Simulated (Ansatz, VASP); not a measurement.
# InP in two plane-wave programs

Wanted: the spread between two codes on one cell, functional and k mesh. The structure shown comes from an earlier Ansatz run, which isn't shown and may have moved the atoms alone.

Calculated with Ansatz 0.2.0; plane waves, with VASP 6.6.1 beside it; elastic constants at LDA.

## (1) Starting point

It takes space group F-43m (No. 216, cubic). Conventional cell: a = 5.823 Å, b = 5.823 Å, c = 5.823 Å, α = 90.00°, β = 90.00°, γ = 90.00°. Nearest to In lie 4 P at 2.52 Å. Nearest to P lie 4 In at 2.52 Å. Farther neighbours are not listed.

## (2) Ansatz: elastic constants, LDA

Ansatz runs on its default PAW (the set named soft_2) files.

Elastic constants are differences of stresses under small strains, so they test the stress and the mesh.

input.yaml

```yaml
crystal:
  lattice:
    - [0.0, 2.9115539746, 2.9115539746]
    - [2.9115539746, 0.0, 2.9115539746]
    - [2.9115539746, 2.9115539746, 0.0]
  atoms:
    - { symbol: In, position: [0.0, 0.0, 0.0] }
    - { symbol: P, position: [0.25, 0.25, 0.25] }
kpoints:
  mp_grid: { grid: [6, 6, 6] }
hamiltonian:
  xc: lda
scf:
  occupations: { method: fixed }
output:
  forces: true
  stress: true
  eigenvalues: true
basis:
  ecutwfc: 260.0
elastic:
  mode: relaxed_ion
  stencil: two_point
```

The run is started by

```console
ansatz run input.yaml --threads 4 --pin off --max-ram 14336MiB --backend cpu --events-out ev --progress --plain --runs-dir out
```

Numbers of over 12 decimals in the logs are rounded to 6 here.

What it wrote:

```text
Warning: basis.ecutwfc = 260 eV is below the records' recommended 420 eV, and the density's cutoff is lower with it unless basis.ecutrho_ratio is high enough to keep the records' density cutoff: compare with a run at a higher cutoff
Engine: ansatz 0.2.0, x86_64-unknown-linux-gnu
Pseudopotentials: kind: paw
Pseudopotential: In, paw, valence charge 13, recommended cutoff 420 eV (normal), In.paw.azcp
Pseudopotential: P, paw, valence charge 5, recommended cutoff 420 eV (normal), P.paw.azcp
Functional definition: SPW92
  exchange = slater_x
  correlation = pw_c
Crystal: 2 atoms, lattice volume = 49.363 Å³
Basis set: ecut = 260 eV, 459 PW (Γ)
Bands: 13, of which v1, the nominal top of the filled ones, is band 9 counted from 1 (8 counted from 0)
Symmetry: 24 space group operations
Space group: F-43m (ITA 216), of the structure as read, at distance tolerance 3.7e-5 Å
k-points: 16 of 216 (time reversal used)
Non-local potential: In, projectors of the file, l = 0: 2, l = 1: 2, l = 2: 2, l = 3: 2
Non-local potential: P, projectors of the file, l = 0: 2, l = 1: 2, l = 2: 2
PAW form: soft (Blöchl's): semilocal exchange-correlation on the pseudo side does not see the compensation charge
PAW frozen core: In, regenerated for the run's functional, and the local potential with it (the file was generated under x = pbe(κ = 0.804, μ = 0.219515), c = pbe(β = 0.066725))
PAW frozen core: P, regenerated for the run's functional, and the local potential with it (the file was generated under x = pbe(κ = 0.804, μ = 0.219515), c = pbe(β = 0.066725))
PAW one-centre angular grid: In, 590 points (default); XC on 64 Gauss nodes
PAW one-centre angular grid: P, 110 points (default); XC on 64 Gauss nodes
Initial density: superposition of atomic densities (neutral atoms: chi_scale 0, normalization atom), corrected by the library's trained network
Initial wavefunctions: pseudopotential atomic-orbital guess
Functional: x = slater, c = lda
SCF iter   1: F=—  HF=-6182.841096 eV  |F-HF|=—  |Δ(HF+E_count)|=         —  Δρ=1.72e-2  dr2=7.78e-2  ethr=1.77e-3  ⟨swp⟩=5.1  Hψ=1123  notcnv=0  defer=28
preconditioner: auto → none  [insulator: Δε(μ)=0.582 eV  Ē_g=14.654 eV  n_scr=14 (ndim 8)  ℏωp=22.4 eV  f_vac=0.016  ε∞_Penn≈3.3]
SCF iter   2: F=—  HF=-6182.803015 eV  |F-HF|=—  |Δ(HF+E_count)|=   3.81e-2  Δρ=4.48e-3  dr2=3.54e-3  ethr=4.32e-4  ⟨swp⟩=2.0  Hψ=516  notcnv=0  defer=28
SCF iter   3: F=—  HF=-6182.801346 eV  |F-HF|=—  |Δ(HF+E_count)|=   1.67e-3  Δρ=1.41e-3  dr2=3.28e-4  ethr=1.97e-5  ⟨swp⟩=3.4  Hψ=396  notcnv=0  defer=31
SCF iter   4: F=—  HF=-6182.801224 eV  |F-HF|=—  |Δ(HF+E_count)|=   1.22e-4  Δρ=1.20e-4  dr2=3.91e-6  ethr=1.82e-6  ⟨swp⟩=2.2  Hψ=354  notcnv=0  defer=30
SCF iter   5: F=—  HF=-6182.801215 eV  |F-HF|=—  |Δ(HF+E_count)|=   8.81e-6  Δρ=2.65e-5  dr2=6.45e-7  ethr=2.17e-8  ⟨swp⟩=2.1  Hψ=351  notcnv=0  defer=26
SCF iter   6: F=—  HF=-6182.801214 eV  |F-HF|=—  |Δ(HF+E_count)|=   9.42e-7  Δρ=5.21e-6  dr2=8.56e-9  ethr=3.58e-9  ⟨swp⟩=3.0  Hψ=360  notcnv=0  defer=27
SCF iter   7: F=—  HF=-6182.801214 eV  |F-HF|=—  |Δ(HF+E_count)|=   1.95e-9  Δρ=7.17e-7  dr2=2.45e-10  ethr=4.75e-11  ⟨swp⟩=2.3  Hψ=281  notcnv=0  defer=27
SCF iter   8: F=—  HF=-6182.801214 eV  |F-HF|=—  |Δ(HF+E_count)|=  7.19e-11  Δρ=5.32e-8  dr2=2.20e-12  ethr=1.36e-12  ⟨swp⟩=2.4  Hψ=311  notcnv=0  defer=27
SCF iter   9: F=-6182.801214 eV  HF=-6182.801214 eV  |F-HF|=9.09e-13  |Δ(HF+E_count)|=  9.09e-13  Δρ=3.69e-9  dr2=6.80e-15  ethr=1.00e-12  ⟨swp⟩=8.8  Hψ=1182  notcnv=0
SCF 1 converged in 9 iterations: F = -6182.801214 eV  dr2 = 6.80e-15
  greatest PAW one-centre occupation: 0.997 electrons in one spin orbital (limit 2), on the In atom at site 0 (counted from 0), in its partial waves of l = 2
Crystal: 2 atoms, lattice volume = 49.265 Å³
Symmetry: 8 space group operations
k-points: 30 of 216 (time reversal used)
Initial density: handed on by an earlier stage of this run
Initial wavefunctions: those handed on with the density
iter 1 solved again at ethr=8.62e-8 eV; its pass at ethr=3.10e-3 eV (dr2=1.55e-5 eV) is discarded
SCF iter   1: F=—  HF=-6182.806359 eV  |F-HF|=—  |Δ(HF+E_count)|=         —  Δρ=1.33e-4  dr2=1.22e-5  ethr=8.62e-8  ⟨swp⟩=2.8  Hψ=2318  notcnv=0  defer=39
preconditioner: auto → none  [insulator: Δε(μ)=0.652 eV  Ē_g=14.798 eV  n_scr=14 (ndim 8)  ℏωp=22.4 eV  f_vac=0.007  ε∞_Penn≈3.3]
SCF iter   2: F=—  HF=-6182.806355 eV  |F-HF|=—  |Δ(HF+E_count)|=   3.86e-6  Δρ=5.16e-5  dr2=1.02e-6  ethr=6.78e-8  ⟨swp⟩=2.0  Hψ=508  notcnv=0  defer=36
SCF iter   3: F=—  HF=-6182.806355 eV  |F-HF|=—  |Δ(HF+E_count)|=   5.09e-8  Δρ=2.21e-5  dr2=1.82e-7  ethr=5.67e-9  ⟨swp⟩=3.0  Hψ=722  notcnv=0  defer=45
SCF iter   4: F=—  HF=-6182.806355 eV  |F-HF|=—  |Δ(HF+E_count)|=   1.41e-8  Δρ=4.55e-6  dr2=7.02e-9  ethr=1.01e-9  ⟨swp⟩=2.6  Hψ=584  notcnv=0  defer=45
[...]
SCF iter   5: F=—  HF=-6182.800929 eV  |F-HF|=—  |Δ(HF+E_count)|=  5.46e-12  Δρ=1.73e-7  dr2=8.93e-12  ethr=7.31e-13 (applied; sched 1.00e-12)  ⟨swp⟩=2.0  Hψ=998  notcnv=0  defer=61
SCF iter   6: F=-6182.800929 eV  HF=-6182.800929 eV  |F-HF|=1.82e-12  |Δ(HF+E_count)|=  4.55e-12  Δρ=1.89e-8  dr2=7.42e-14  ethr=1.00e-12  ⟨swp⟩=4.1  Hψ=2577  notcnv=0
SCF 5 converged in 6 iterations: F = -6182.800929 eV  dr2 = 7.42e-14
relax step   2: F+E_penalty+E_count = -6182.80092950 eV  Δ(F+E_penalty+E_count) = -1.700e-5 eV  max|allowed force component| = 4.277e-4 eV/Å  Δτ_max = 0.0010 Å  (6 SCF iters, accepted)
[...]
relax step   3: F+E_penalty+E_count = -6182.80092951 eV  Δ(F+E_penalty+E_count) = -1.098e-8 eV  max|allowed force component| = 3.393e-8 eV/Å  Δτ_max = 0.0000 Å  (4 SCF iters, accepted)
[...]
relax step   1: F+E_penalty+E_count = -6182.80091249 eV  Δ(F+E_penalty+E_count) = +0.000e0 eV  max|allowed force component| = 1.683e-2 eV/Å  Δτ_max = 0.0000 Å  (9 SCF iters, accepted)
[...]
relax step   2: F+E_penalty+E_count = -6182.80092950 eV  Δ(F+E_penalty+E_count) = -1.701e-5 eV  max|allowed force component| = 1.320e-6 eV/Å  Δτ_max = 0.0010 Å  (6 SCF iters, accepted)
iter 1 solved again at ethr=1.00e-12 eV; its pass at ethr=3.10e-3 eV (dr2=3.92e-13 eV) is discarded
SCF iter   1: F=—  HF=-6182.800929 eV  |F-HF|=—  |Δ(HF+E_count)|=         —  Δρ=1.96e-8  dr2=8.23e-14  ethr=1.00e-12  ⟨swp⟩=2.3  Hψ=3447  notcnv=0  defer=39
SCF iter   2: F=-6182.800929 eV  HF=-6182.800929 eV  |F-HF|=2.73e-12  |Δ(HF+E_count)|=  6.37e-12  Δρ=9.23e-9  dr2=1.54e-14  ethr=1.00e-12  ⟨swp⟩=5.2  Hψ=2003  notcnv=0
SCF 10 converged in 2 iterations: F = -6182.800929 eV  dr2 = 1.54e-14
SCF converged after 9 iterations
Free energy (F): -6182.801214 eV
Harris-Foulkes:  -6182.801214 eV  (|F-HF|=9.09e-13)
Internal energy: -6182.801214 eV  (E = F + TS)
E sigma→0 (E₀):  -6182.801214 eV
Fermi energy:    6.999312 eV
--- Per-component energies (eV) ---
  E_band       = -54.684338
  E_kinetic    = 320.516298
  E_local      = -1389.292208  (includes V_loc(G=0)·N_el)
  E_nonlocal   = 400.214765
  E_hartree    = 544.414656
  E_xc         = -275.707304
  E_vxc        = -163.140602  (∫ρ·V_xc dr)
  E_paw        = -4554.697940  (= ΣΔE_a)
  E_vpaw       = -311.812194  (= ΣTr[D̂ρ^β])
  E_aug_tail   = 0.000293  (compensation charges beyond the density's cutoff)
  E_ewald      = -1228.651663
  E_core_change = 0.401888  (= ΣΔE_core)
  E_smearing   = -0.000000  (= −TS)
  E_closure    = -0.000000  (closes the sum)
  Σ components = -6182.801214   (vs F -6182.801214, Δ=0.00e0)
--- Forces (eV/Å), atoms counted from 1 ---
  atom   1  In     0.00000000    -0.00000000     0.00000000
  atom   2  P     -0.00000000     0.00000000    -0.00000000
  max |Σ_I F_I| component: 1.30e-16 eV/Å
--- Stress (GPa, compression-positive) ---
       -0.041298       0.000000      -0.000000
        0.000000      -0.041298       0.000000
       -0.000000       0.000000      -0.041298
  P = ⅓ Tr σ = -0.0413 GPa (-0.413 kbar)
--- Band table (eV; the first three rows and the last of 16) ---
  k-point 0: bands = [... 5 lower, -4.6554, 6.9993, 6.9993, 6.9993, 7.6453, 11.0059, 11.0059, 11.0059]
  k-point 1: bands = [... 5 lower, -4.3405, 4.7404, 6.6721, 6.6721, 8.7174, 11.3938, 11.4417, 11.4417]
  k-point 2: bands = [... 5 lower, -3.4914, 2.2850, 6.1835, 6.1835, 8.5380, 11.7849, 11.7849, 13.1677]
  k-point 15: bands = [... 5 lower, -2.0733, 1.1369, 4.0670, 4.0821, 10.1476, 10.5238, 13.7384, 13.9847]
--- Elastic constants: 2 strain directions × 2 members + reference (group order 24) ---
  dense FFT box of the reference and of every strained cell: 24×24×24
  strains applied: 11, 23; error gains: componentwise 1.00 (the most a stress slope's error grows in a printed constant), spectral 1.73 (1 for all six strains in a standard setting)
  C = ∂σ_k/∂η_j (tension-positive GPa; Voigt order 11 22 33 23 13 12):
       100.369     57.413     57.413      0.000      0.000      0.000
        57.413    100.369     57.413     -0.000     -0.000      0.000
        57.413     57.413    100.369     -0.000      0.000     -0.000
         0.000     -0.000     -0.000     45.916      0.000      0.000
         0.000      0.000      0.000     -0.000     45.916     -0.000
         0.000     -0.000      0.000      0.000     -0.000     45.916
  reference stress σ⁰ (GPa):      0.041      0.041      0.041     -0.000      0.000     -0.000
  C* (energy form; C + prestress term) asymmetry max|C*_kj − C*_jk| = 1.421e-14 GPa — a small one proves nothing (zero by symmetry where the batch's group is 432, −43m or m−3m); a large one is finite-difference/SCF noise where every solve meets its electron count
  moduli (Voigt/Reuss/Hill, GPa): K = 71.73/71.73/71.73   G = 36.14/31.55/33.85   E = 87.74   ν = 0.296
  mechanically stable: yes (min eigenvalue of sym C = 42.96 GPa)
  strain η (Voigt 11):  stress-route row diagonal C_11 = 100.37 GPa, energy-path curvature d²(F+E_count+ΔE)/dδ²/Ω₀ = 118.24 GPa
         δ    σ_11 (GPa)             F (eV)   n_scf  n_hpsi   n_pw
    -2.000e-3      -0.1562       -6182.8063551       7    7096    483   relax 0 steps, max|allowed force component| 5.55e-17 eV/Å
     2.000e-3       0.2453       -6182.7940328       6    6481    485   relax 0 steps, max|allowed force component| 5.55e-17 eV/Å
  strain η (Voigt 23):  stress-route row diagonal C_44 = 45.92 GPa, energy-path curvature d²(F+E_count+ΔE)/dδ²/Ω₀ = 92.34 GPa
         δ    σ_23 (GPa)             F (eV)   n_scf  n_hpsi   n_pw
    -2.000e-3      -0.0918       -6182.8009295       2    5835    483   relax 3 steps, max|allowed force component| 3.39e-8 eV/Å
     2.000e-3       0.0918       -6182.8009295       2    5869    483   relax 2 steps, max|allowed force component| 1.32e-6 eV/Å
```

(Continued in part 2 of 2.)

[Lines on the potential files, build, host, timing and source positions are cut from VASP's logs without a mark.]

[Logs are printed without paths, hosts, clocks, repeated set-up lines and the standing remarks that a program may print on its own settings, such as how far it seeks lower states.]

[Hosts, paths, dates, database ids (printed as entryN), source tags and the programs' standing remarks are cut or masked in the printed files.]
